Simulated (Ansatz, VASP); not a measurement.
# BW2: VASP beside Ansatz

Wanted: the spread between two codes on one cell, functional and k mesh. The cell is taken from a series of runs on this material, whose earlier steps may have relaxed, scaled, displaced or heated it; both programs get it as it stands.

Main program and level: Ansatz 0.2.0; plane waves, with VASP 6.6.1 beside it; relaxation of cell and atoms at LDA.

### 1. Set-up

It takes space group I4/mcm (No. 140, tetragonal). Conventional cell: a = 5.494 Å, b = 5.494 Å, c = 4.742 Å, α = 90.00°, β = 90.00°, γ = 90.00°. Nearest to B lie 8 W at 2.36 Å and 2 B at 2.37 Å. W has 4 B at 2.36 Å and 1 W at 2.64 Å nearest. Farther neighbours are not listed.

As a file:

```cif
data_structure
_symmetry_space_group_name_H-M 'P 1'
_symmetry_Int_Tables_number 1
_cell_length_a 4.5514
_cell_length_b 4.5514
_cell_length_c 4.5514
_cell_angle_alpha 105.749
_cell_angle_beta 105.749
_cell_angle_gamma 117.204
_cell_volume 71.58
loop_
_atom_site_label
_atom_site_type_symbol
_atom_site_fract_x
_atom_site_fract_y
_atom_site_fract_z
_atom_site_occupancy
B1 B 0.25000 0.25000 0.00000 1
B2 B 0.75000 0.75000 0.00000 1
W3 W 0.66979 0.16979 0.83958 1
W4 W 0.16979 0.33021 0.50000 1
W5 W 0.33021 0.83021 0.16042 1
W6 W 0.83021 0.66979 0.50000 1
```

### 2. Ansatz: relaxation of cell and atoms, LDA

Ansatz runs on its PAW soft_1 files.

The relaxed volume is the usual yardstick between codes: in a stiff, nearly cubic crystal its relative difference is about their pressure difference at one cell divided by the bulk modulus.

input.yaml reads:

```yaml
crystal:
  lattice:
    - [-2.7470653483, 2.7470653483, 2.3712034]
    - [2.7470653483, -2.7470653483, 2.3712034]
    - [2.7470653483, 2.7470653483, -2.3712034]
  atoms:
    - { symbol: B, position: [0.25, 0.25, 0.0] }
    - { symbol: B, position: [0.75, 0.75, 0.0] }
    - { symbol: W, position: [0.6697914844, 0.1697914844, 0.8395829688] }
    - { symbol: W, position: [0.1697914844, 0.3302085156, 0.5] }
    - { symbol: W, position: [0.3302085156, 0.8302085156, 0.1604170312] }
    - { symbol: W, position: [0.8302085156, 0.6697914844, 0.5] }
kpoints:
  mp_grid: { grid: [8, 8, 8] }
hamiltonian:
  xc: lda
  pseudopotentials: { kind: paw, azcp: { folder: soft_1 }, xc_functional: pbe }
scf:
  occupations: { method: gaussian, width: 0.1 }
output:
  forces: true
  stress: true
  eigenvalues: true
relax:
  adjacent_minimum: "off"
  f_tol: 0.005
  max_steps: 80
  cell: { stress_tol: 0.05 }
```

Started as:

```sh
$ ansatz run input.yaml --threads 8 --pin off --max-ram 20480MiB --backend cpu --events-out ev --progress --plain --runs-dir out
```

Numbers of over 12 decimals in the logs are rounded to 6 here.

Output:

```text
Engine: ansatz 0.2.0, x86_64-unknown-linux-gnu
Pseudopotentials: kind: paw
Pseudopotential: B, paw, valence charge 3, recommended cutoff 420 eV (normal), soft_1/B.paw.azcp
Pseudopotential: W, paw, valence charge 14, recommended cutoff 420 eV (normal), soft_1/W.paw.azcp
Functional definition: SPW92
  exchange = slater_x
  correlation = pw_c
Crystal: 6 atoms, lattice volume = 71.576 Å³
Basis set: ecut = 420 eV, 1383 PW (Γ)
Bands: 38, of which v1, the nominal top of the filled ones, is band 31 counted from 1 (30 counted from 0)
Symmetry: 16 space group operations
Space group: I4/mcm (ITA 140), of the structure as read, at distance tolerance 4.2e-5 Å
k-points: 59 of 512
Non-local potential: B, projectors of the file, l = 0: 2, l = 1: 2, l = 2: 1
Non-local potential: W, projectors of the file, l = 0: 3, l = 1: 2, l = 2: 2, l = 3: 1
PAW form: soft (Blöchl's): semilocal exchange-correlation on the pseudo side does not see the compensation charge
PAW frozen core: B, regenerated for the run's functional, and the local potential with it (the file was generated under x = pbe(κ = 0.804, μ = 0.219515), c = pbe(β = 0.066725))
PAW frozen core: W, regenerated for the run's functional, and the local potential with it (the file was generated under x = pbe(κ = 0.804, μ = 0.219515), c = pbe(β = 0.066725))
PAW one-centre angular grid: B, 110 points (default); XC on 64 Gauss nodes
PAW one-centre angular grid: W, 590 points (default); XC on 64 Gauss nodes
Initial density: superposition of atomic densities (chi_scale 0.1, normalization cell, long waves kept (reshape's long-wave potential 0.00 eV rms))
Initial wavefunctions: pseudopotential atomic-orbital guess
Functional: x = slater, c = lda
SCF iter   1: F=—  HF=-40826.158032 eV  |F-HF|=—  |Δ(HF+E_count)|=         —  Δρ=8.10e-2  dr2=7.29e0  ethr=3.10e-3  ⟨swp⟩=4.9  Hψ=8692  notcnv=0
preconditioner: auto → Kerker (q_TF=auto, 2.664 Å⁻¹)  [metal: Δε(μ)=0.010 eV  Ē_g=6.975 eV  σ=0.100 eV  W_gap=0.06  n_scr=18 (ndim 8)  ℏωp=24.0 eV  f_vac=0.000  D(μ)=4.20/eV (n_scr^D=46)]
SCF iter   2: F=—  HF=-40824.458701 eV  |F-HF|=—  |Δ(HF+E_count)|=    1.70e0  Δρ=3.81e-2  dr2=1.37e0  ethr=3.10e-3  ⟨swp⟩=2.0  Hψ=3910  notcnv=0  defer=76
SCF iter   3: F=—  HF=-40824.030445 eV  |F-HF|=—  |Δ(HF+E_count)|=   4.28e-1  Δρ=6.51e-3  dr2=1.68e-2  ethr=2.20e-3  ⟨swp⟩=2.2  Hψ=3412  notcnv=0  defer=76
SCF iter   4: F=—  HF=-40824.026383 eV  |F-HF|=—  |Δ(HF+E_count)|=   4.06e-3  Δρ=7.10e-4  dr2=2.70e-4  ethr=2.72e-5  ⟨swp⟩=2.4  Hψ=3561  notcnv=0  defer=76
SCF iter   5: F=—  HF=-40824.026320 eV  |F-HF|=—  |Δ(HF+E_count)|=   6.28e-5  Δρ=8.70e-5  dr2=3.97e-6  ethr=4.36e-7  ⟨swp⟩=2.0  Hψ=3057  notcnv=0  defer=76
SCF iter   6: F=—  HF=-40824.026318 eV  |F-HF|=—  |Δ(HF+E_count)|=   1.72e-6  Δρ=1.44e-5  dr2=1.50e-7  ethr=6.40e-9  ⟨swp⟩=2.1  Hψ=3237  notcnv=0  defer=76
SCF iter   7: F=-40824.026318 eV  HF=-40824.026318 eV  |F-HF|=6.11e-10  |Δ(HF+E_count)|=   3.55e-8  Δρ=1.42e-6  dr2=1.29e-9  ethr=1.61e-10  ⟨swp⟩=9.7  Hψ=8672  notcnv=0
SCF 1 converged in 7 iterations: F = -40824.026318 eV  dr2 = 1.29e-9
  greatest PAW one-centre occupation: 0.999 electrons in one spin orbital (limit 2), on the W atom at site 5 (counted from 0), in its partial waves of l = 0
relax step   1: F+E_penalty+E_count = -40824.02631826 eV  Δ(F+E_penalty+E_count) = +0.000e0 eV  max|allowed force component| = 9.006e-2 eV/Å  Δτ_max = 0.0000 Å  P = +0.083 GPa  Ω = 71.576 Å³  (7 SCF iters, dr2 threshold 1.00e-7 eV, accepted)
[...]
relax step   5: F+E_penalty+E_count = -40824.02853618 eV  Δ(F+E_penalty+E_count) = -1.044e-5 eV  max|allowed force component| = 2.863e-4 eV/Å  Δτ_max = 0.0000 Å  P = +0.008 GPa  Ω = 71.605 Å³  energy of the carried Pulay correction = -1.666e-5 eV  (7 SCF iters, dr2 threshold 1.99e-8 eV, accepted)
[...]
relax step   6: F+E_penalty+E_count = -40824.02853245 eV  Δ(F+E_penalty+E_count) = +3.734e-6 eV  max|allowed force component| = 2.956e-4 eV/Å  Δτ_max = 0.0000 Å  P = +0.009 GPa  Ω = 71.605 Å³  stress off target by 1.07e-2 GPa  SCF on the basis re-selected at this cell (its energy is not comparable with the rows above)  (7 SCF iters)
basis re-selected at this cell: Δ(F+E_penalty+E_count) = +3.734e-6 eV, ΔP = +0.000 GPa vs the last step (what re-selecting the basis moved, of the pressure what is left beyond the Pulay correction that the steps carried, after the strain that the cell walked since its last selection, with what the two solves' SCF thresholds leave and, on support functions, any second-order correction that the steps lacked; it is no m [...]
SCF converged after 7 iterations
Free energy (F): -40824.028532 eV
Harris-Foulkes:  -40824.028532 eV  (|F-HF|=1.46e-11)
Internal energy: -40824.008424 eV  (E = F + TS)
E sigma→0 (E₀):  -40824.018478 eV
Entropy (-TS):   -0.020109 eV (-3.351 meV/atom)
Fermi energy:    21.894416 eV
--- Per-component energies (eV) ---
  E_band       = -285.498997
  E_kinetic    = 1797.505504
  E_local      = -2248.209748  (includes V_loc(G=0)·N_el)
  E_nonlocal   = -62.273179
  E_hartree    = 957.032848
  E_xc         = -1134.015917
  E_vxc        = -1009.788565  (∫ρ·V_xc dr)
  E_paw        = -33443.103456  (= ΣΔE_a)
  E_vpaw       = -676.799326  (= ΣTr[D̂ρ^β])
  E_aug_tail   = 0.000620  (compensation charges beyond the density's cutoff)
  E_ewald      = -6692.169762
  E_core_change = 1.224666  (= ΣΔE_core)
  E_smearing   = -0.020109  (= −TS)
  E_closure    = 0.000000  (closes the sum)
  Σ components = -40824.028532   (vs F -40824.028532, Δ=0.00e0)
--- Forces (eV/Å), atoms counted from 1 ---
  atom   1  B      0.00000000     0.00000000     0.00000000
  atom   2  B      0.00000000     0.00000000     0.00000000
  atom   3  W     -0.00029558    -0.00029558     0.00000000
  atom   4  W      0.00029558    -0.00029558    -0.00000000
  atom   5  W      0.00029558     0.00029558     0.00000000
  atom   6  W     -0.00029558     0.00029558     0.00000000
  max |Σ_I F_I| component: 7.63e-17 eV/Å
--- Stress (GPa, compression-positive) ---
        0.010731       0.000000       0.000000
        0.000000       0.010731      -0.000000
        0.000000      -0.000000       0.004062
  P = ⅓ Tr σ = 0.0085 GPa (0.085 kbar)
--- Band table (eV; the first three rows and the last of 59) ---
  k-point 0: bands = [... 27 lower, 19.1456, 20.2242, 20.6468, 21.9055, 22.7049, 22.7049, 23.2883, 24.3825, ... 3 higher]
  k-point 1: bands = [... 27 lower, 19.1111, 20.3417, 20.6916, 21.8675, 22.2112, 22.3872, 23.7730, 24.4379, ... 3 higher]
  k-point 2: bands = [... 27 lower, 18.8501, 20.6278, 21.0765, 21.6545, 21.7168, 21.7778, 24.2886, 24.4830, ... 3 higher]
  k-point 58: bands = [... 27 lower, 19.9304, 19.9304, 20.0446, 20.7179, 21.8510, 21.8510, 22.1330, 23.1777, ... 3 higher]
--- Relaxed structure (5 steps of the walk, 5 accepted, 1 SCFs on fresh bases) ---
  F+E_penalty+E_count = -40824.02853245 eV   max|allowed force component| = 2.956e-4 eV/Å   (the final SCF, on the basis selected at the relaxed cell)
  cell:  # Å, volume = 71.6051 Å³
    - [-2.751733, 2.751733, 2.364131]
    - [2.751733, -2.751733, 2.364131]
    - [2.751733, 2.751733, -2.364131]
  atoms:
    - { symbol: B, position: [0.25, 0.25, 0] }
    - { symbol: B, position: [0.75, 0.75, 0] }
    - { symbol: W, position: [0.670345, 0.170345, 0.840689] }
    - { symbol: W, position: [0.170345, 0.329655, 0.500000] }
    - { symbol: W, position: [0.329655, 0.829655, 0.159311] }
    - { symbol: W, position: [0.829655, 0.670345, 0.500000] }
```

### 3. VASP: relaxation of cell and atoms, LDA

The same cell, functional (in two slightly different forms), mesh and smearing now go to VASP, with its own data sets.

Lines of VASP's logs that name or quote its potential files are left out, and so is its time.

INCAR reads:

```
SYSTEM = BW2
PREC = Accurate
ENCUT = 600
EDIFF = 1E-07
NELM = 120
ISMEAR = 0
SIGMA = 0.1
LREAL = .FALSE.
ALGO = Normal
GGA = CA
NBANDS = 21
LASPH = .TRUE.
LORBIT = 11
LWAVE = .FALSE.
LCHARG = .FALSE.
ISIF = 3
IBRION = 2
NSW = 80
EDIFFG = -0.005
GGA_COMPAT = .FALSE.
NELMIN = 4
KPAR = 2
```

POSCAR reads:

```
BW2
1.0
   -2.7470650000      2.7470650000      2.3712030000
    2.7470650000     -2.7470650000      2.3712030000
    2.7470650000      2.7470650000     -2.3712030000
B W
2 4
Direct
    0.2500001054      0.2500001054      0.0000000000
    0.7500001054      0.7500001054      0.0000000000
    0.6697915776      0.1697915776      0.8395831551
    0.1697915776      0.3302086045      0.5000001820
    0.3302084224      0.8302086045      0.1604170269
    0.8302086045      0.6697915776      0.5000001820
```

KPOINTS reads:

```
Automatic mesh
0
Gamma
8 8 8
0 0 0
```

Potentials, in the order of the species: B and W (LDA family, release 64).

Started as:

```sh
$ mpirun -np 2 vasp_std
```

Output:

```text
[banner, memory and clock lines left out]
running    2 mpi-ranks, on    1 nodes
 distrk:  each k-point on    1 cores,    2 groups
 distr:  one band on    1 cores,    1 groups

 POSCAR found type information on POSCAR B W
 POSCAR found :  2 types and       6 ions
 LDA part: xc-table for (Slater(with rela. corr.)+CA(PZ))
 , standard interpolation
 POSCAR, INCAR and KPOINTS ok, starting setup
 FFT: planning ... GRIDC
 FFT: planning ... GRID_SOFT
 FFT: planning ... GRID
 WAVECAR not read
 entering main loop
       N       E                     dE             d eps       ncg     rms          rms(c)
DAV:   1     0.105801723548E+03    0.10580E+03   -0.14888E+04  2478   0.146E+03
DAV:   2    -0.652445390613E+02   -0.17105E+03   -0.16061E+03  2884   0.317E+02
DAV:   3    -0.787771031575E+02   -0.13533E+02   -0.12882E+02  3588   0.675E+01
DAV:   4    -0.790905142670E+02   -0.31341E+00   -0.30961E+00  3409   0.960E+00
DAV:   5    -0.790951996076E+02   -0.46853E-02   -0.46781E-02  3402   0.119E+00    0.516E+01
DAV:   6    -0.741375580645E+02    0.49576E+01   -0.18961E+01  3117   0.213E+01    0.225E+01
DAV:   7    -0.735950463461E+02    0.54251E+00   -0.22068E+00  3257   0.901E+00    0.674E+00
DAV:   8    -0.735176707098E+02    0.77376E-01   -0.14362E-01  3162   0.242E+00    0.456E-01
DAV:   9    -0.735132792621E+02    0.43914E-02   -0.11321E-02  3218   0.581E-01    0.130E-01
DAV:  10    -0.735128779639E+02    0.40130E-03   -0.10054E-03  3328   0.169E-01    0.368E-02
DAV:  11    -0.735128742222E+02    0.37417E-05   -0.16325E-04  3218   0.654E-02    0.238E-02
DAV:  12    -0.735128706117E+02    0.36105E-05   -0.26003E-05  3096   0.271E-02    0.418E-03
DAV:  13    -0.735128707759E+02   -0.16425E-06   -0.10648E-06  3329   0.662E-03    0.285E-03
DAV:  14    -0.735128706953E+02    0.80632E-07   -0.37913E-07  2862   0.309E-03
   1 F= -.73512871E+02 E0= -.73502562E+02  d E =-.735129E+02
[...]
2 F= -.73511382E+02 E0= -.73501354E+02  d E =0.148861E-02
[...]
3 F= -.73515192E+02 E0= -.73504999E+02  d E =-.232108E-02
[...]
4 F= -.73515554E+02 E0= -.73505482E+02  d E =-.362239E-03
[...]
5 F= -.73516149E+02 E0= -.73506022E+02  d E =-.957423E-03
 curvature:  -0.34 expect dE=-0.180E-04 dE for cont linesearch -0.280E-09
 trial: gam= 0.01356 g(F)=  0.435E-04 g(S)=  0.976E-05 ort =-0.209E-05 (trialstep = 0.810E+00)
 search vector abs. value=  0.542E-04
 bond charge predicted
       N       E                     dE             d eps       ncg     rms          rms(c)
DAV:   1    -0.735161780227E+02   -0.28800E-04   -0.37219E-03  2483   0.330E-01    0.144E-02
DAV:   2    -0.735161752615E+02    0.27611E-05   -0.42117E-05  3608   0.410E-02    0.842E-03
DAV:   3    -0.735161733761E+02    0.18854E-05   -0.41945E-06  3073   0.111E-02    0.265E-03
DAV:   4    -0.735161732677E+02    0.10844E-06   -0.45385E-07  2956   0.423E-03    0.138E-03
DAV:   5    -0.735161732500E+02    0.17665E-07   -0.39991E-08  1719   0.133E-03
   6 F= -.73516173E+02 E0= -.73505978E+02  d E =-.240519E-04
 trial-energy change:   -0.000024  1 .order   -0.000024   -0.000043   -0.000006
 step:   0.9294(harm=  0.9294)  dis= 0.00045  next Energy=   -73.516174 (dE=-0.247E-04)
 reached required accuracy - stopping structural energy minimisation
```

From OUTCAR (step 3):

```text
ion  position               nearest neighbor table
   1  0.250  0.250  0.000-   4 2.36   3 2.36   5 2.36   6 2.36   3 2.36   6 2.36   5 2.36   4 2.36

  LATTYP: Found a body centered tetragonal cell.
 ALAT       =     5.4941300000
 C/A-ratio  =     0.8631768815

 Subroutine GETGRP returns: Found 16 space group operations
 (whereof  8 operations were pure point group operations)

The static configuration has the point symmetry C_4h.
 The point group associated with its full space group is D_4h.

 Found     59 irreducible k-points:

   k-points           NKPTS =     59   k-points in BZ     NKDIM =     59   number of bands    NBANDS=     21

   dimension x,y,z NGX =    36 NGY =   36 NGZ =   36
   dimension x,y,z NGXF=    72 NGYF=   72 NGZF=   72

   ENCUT  =  600.0 eV  44.10 Ry    6.64 a.u.   9.09  9.09  9.09*2*pi/ulx,y,z

   NELECT =      30.0000    total number of electrons

 k-points in reciprocal lattice and weights: Automatic mesh
   0.00000000  0.00000000  0.00000000       0.002
   0.12500000  0.00000000  0.00000000       0.016
   0.25000000  0.00000000  0.00000000       0.016
   0.37500000 -0.00000000  0.00000000       0.016
   0.50000000  0.00000000  0.00000000       0.008
   0.12500000  0.12500000  0.00000000       0.016
   0.25000000  0.12500000  0.00000000       0.031
   0.37500000  0.12500000  0.00000000       0.031
   0.50000000  0.12500000  0.00000000       0.031
[...]
-0.37500000 -0.37500000  0.37500000       0.004
   0.50000000  0.50000000  0.50000000       0.002

 average (electrostatic) potential at core
       1 -29.4259       2 -29.4259       3 -37.2198       4 -37.2198       5 -37.2198
       6 -37.2198

 E-fermi :   8.7335

 k-point     1 :       0.0000    0.0000    0.0000
  band No.  band energies     occupation
    ...
     11       5.4089      2.00000
     12       5.9568      2.00000
     13       7.0844      2.00000
     14       7.4956      2.00000
     15       8.7447      0.87409
     16       9.5172      0.00000
     17       9.5172      0.00000
     18      10.1211      0.00000
     19      11.2250      0.00000
     20      11.2250      0.00000
    ...

 k-point     2 :       0.1250    0.0000    0.0000
  band No.  band energies     occupation
    ...
     11       5.7326      2.00000
     12       6.3636      2.00000
     13       6.9340      2.00000
     14       7.3416      2.00000
     15       8.6497      1.76352
     16       9.3534      0.00000
     17       9.6381      0.00000
     18      10.5339      0.00000
     19      11.0090      0.00000
     20      11.1407      0.00000
    ...

 k-point     3 :       0.2500    0.0000    0.0000
  band No.  band energies     occupation
    ...
     11       5.7241      2.00000
     12       6.5459      2.00000
     13       6.9290      2.00000
     14       6.9841      2.00000
     15       8.3786      2.00000
     16       9.5610      0.00000
     17      10.0261      0.00000
     18      10.5928      0.00000
     19      11.0917      0.00000
     20      11.2883      0.00000
    ...

  Total       -0.0015469     -0.0015469     -0.0073812      0.0000000      0.0000000      0.0000000
  in kB       -0.0347049     -0.0347049     -0.1655987      0.0000000      0.0000000      0.0000000
  external PRESSURE =      -0.0783362 kB  Pullay stress =       0.0000000 kB

  energy-cutoff  :      600.00
  volume of cell :       71.41
      direct lattice vectors                 reciprocal lattice vectors
    -2.751541649  2.751541649  2.358124497     0.000000000  0.181716312  0.212032910
     2.751541649 -2.751541649  2.358124497     0.181716312  0.000000000  0.212032910
     2.751541649  2.751541649 -2.358124497     0.181716312  0.181716312  0.000000000

 POSITION                                       TOTAL-FORCE (eV/Angst)
 -----------------------------------------------------------------------------------
      0.00000      0.00000      1.17906        -0.000000      0.000000      0.000000
      0.00000      0.00000      3.53719        -0.000000      0.000000      0.000000
      0.93639      3.68793      0.00000        -0.001304     -0.001304      0.000000
      1.81515      0.93639      0.00000         0.001304     -0.001304     -0.000000
      1.81515     -0.93639      2.35812         0.001304      0.001304     -0.000000
      0.93639      1.81515      2.35812        -0.001304      0.001304      0.000000
 -----------------------------------------------------------------------------------
    total drift:                                0.000018      0.000002     -0.000030

  FREE ENERGIE OF THE ION-ELECTRON SYSTEM (eV)
  ---------------------------------------------------
  free  energy   TOTEN  =       -73.5161732500 eV

  energy  without entropy=      -73.4957835988  energy(sigma->0) =      -73.50597842

 reached required accuracy - stopping structural energy minimisation

 total charge
# of ion       s       p       d       tot
------------------------------------------
    1        0.676   1.182   0.000   1.859
    2        0.676   1.182   0.000   1.859
    3        0.654   0.793   4.343   5.790
    4        0.654   0.793   4.343   5.790
    5        0.654   0.793   4.343   5.790
    6        0.654   0.793   4.343   5.790
--------------------------------------------------
tot          3.970   5.537  17.370  26.877

[... 3 further parts left out ...]
```

CONTCAR:

```
BW2
   1.00000000000000
    -2.7515416494891309    2.7515416494891309    2.3581244971786388
     2.7515416494891309   -2.7515416494891309    2.3581244971786388
     2.7515416494891309    2.7515416494891309   -2.3581244971786388
  B               W
     2     4
Direct
     0.2500001053999981    0.2500001053999981    0.0000000000000000
     0.7500001053999981    0.7500001053999981    0.0000000000000000
     0.6701570423404904    0.1701570423404906    0.8403140845809793
     0.1701570423404906    0.3298431397595121    0.5000001820000008
     0.3298429576595094    0.8298431397595122    0.1596860974190215
     0.8298431397595122    0.6701570423404904    0.5000001820000008
```

### 4. Differences

Known differences besides the potentials themselves: the two LDA forms differ slightly; the data sets hold 62 valence electrons in Ansatz (on its PAW soft_1 files) and 30 in VASP; the cutoff is 420 eV in Ansatz and 600 eV in VASP; VASP's log shows a relativistic correction to its local exchange, Ansatz's none; Ansatz adds a Pulay correction to the stress that steers its cell, VASP none. Total energies have different zeros and are not compared.

Compared:

```tsv
quantity	Ansatz	VASP	difference
volume (Å³)	71.61	71.41	+0.27 %
edge a after relaxation, in the typed setting (Å)	4.553	4.550	+0.07 %
```

### 5. Results

```yaml
difference_in_volume_relaxation_of_cell_and_atoms_lda: 0.27 %
```

The difference in volume is 0.27 % (relaxation of cell and atoms, LDA), within the 1.2 % picked in this series as the mark of a large difference, as far as the stopping tolerances let one tell. The data sets hold unlike numbers of valence electrons (62 in Ansatz and 30 in VASP), so part of the differences comes from the potentials. Such differences can come from data sets, numerical settings and the points named under the comparisons, not from the functional's error against experiment.

[Lines on the potential files, build, host, timing and source positions are cut from VASP's logs without a mark.]

[Logs are printed without paths, hosts, clocks, repeated set-up lines and the standing remarks that a program may print on its own settings, such as how far it seeks lower states.]

[Hosts, paths, dates, database ids (printed as entryN), source tags and the programs' standing remarks are cut or masked in the printed files.]
